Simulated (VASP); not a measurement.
The input files of a VASP run:

### POSCAR
```
P
1
    3.2819419770    -0.0000000589    -0.0000000000
   -1.6409705710     2.8422452424     0.0000000000
   -0.0000000000     0.0000000000     9.1429498017
P
4
Direct
  0.3333330000   0.6666670000   0.0664112510
  0.6666670000   0.3333330000   0.5664112510
  0.6666670000   0.3333330000   0.9335887490
  0.3333330000   0.6666670000   0.4335887490
```

INCAR:
```
SYSTEM = P
PREC = Accurate
ENCUT = 400
EDIFF = 1E-6
NELM = 100
ALGO = Normal
LREAL = .FALSE.
LASPH = .TRUE.
ISMEAR = 1
SIGMA = 0.1
GGA = PS
LWAVE = .FALSE.
LCHARG = .FALSE.
IBRION = 2
ISIF = 3
NSW = 60
EDIFFG = -0.02
```

KPOINTS:
```
Automatic mesh
0
Gamma
10 10 3
0 0 0
```

POTCAR, in this order: P (PBE.64 set). Program: vasp_std.

Problem. Write an equivalent input for Ansatz.

Solution. One equivalent input (not run):
Ansatz 0.2 input:
```yaml
crystal:
  lattice:
    - [3.2819420, -0.0000001, 0.0000000]
    - [-1.6409706, 2.8422452, 0.0000000]
    - [0.0000000, 0.0000000, 9.1429498]
  atoms:
    - { symbol: P, position: [0.3333330, 0.6666670, 0.0664113] }
    - { symbol: P, position: [0.6666670, 0.3333330, 0.5664113] }
    - { symbol: P, position: [0.6666670, 0.3333330, 0.9335887] }
    - { symbol: P, position: [0.3333330, 0.6666670, 0.4335887] }
kpoints:
  mp_grid: { grid: [10, 10, 3] }
hamiltonian:
  xc: pbesol
  pseudopotentials: { kind: paw }
scf:
  occupations: { method: methfessel_paxton, width: 0.1 }
  max_iter: 100
relax:
  max_steps: 60
  f_tol: 0.02
  cell: {}
output: { forces: true, stress: true, eigenvalues: true }
```
What does not carry over: each code has its own PAW files, so the cut-off isn't converted (ENCUT is set for VASP's; basis.ecutwfc is left out, and Ansatz then takes the one that its files recommend); Ansatz stops its SCF on the density residual and VASP on the energy change (EDIFF).

The structure was generated: P was put into the lonsdaleite type (P6_3/mmc), which need not be its known phase. This run relaxes it. Symmetry was kept, so distortions that lower it aren't found. The start is the result of an earlier pass.
